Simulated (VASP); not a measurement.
```xyz
2
Lattice="0.0000 3.1285 3.1285 3.1285 0.0000 3.1285 3.1285 3.1285 0.0000" Properties=species:S:1:pos:R:3 pbc="T T T"
In     0.0000     0.0000     0.0000
As     1.5643     1.5643     1.5643
```

All values below come from RPBE GGA, VASP's PBE PAW potentials (set 64) (plane waves; VASP). Run with 520 eV cut-off, 9×9×9 Γ-centred mesh, first-order Methfessel-Paxton smearing of 0.10 eV, potentials In_d As.

Unless said otherwise, spin-orbit coupling is left out, though it shifts the bands of the heavy elements here.

Problem. Predict the energy per atom (σ→0), band gap (on the k-mesh) with the smallest direct gap where there is one.

Solution. 
```
Property                                                    Result
------------------------  ----------------------------------------
band gap (on the k-mesh)  none (metal, semimetal or under 0.01 eV)
energy per atom (σ→0)                               -3.527 eV/atom
```

Total energies compare only between runs with the same potentials, cut-off and functional.

The compound is InAs in the zinc blende structure. It was relaxed first, which changed the volume by +10 %. The start is the result of an earlier pass.
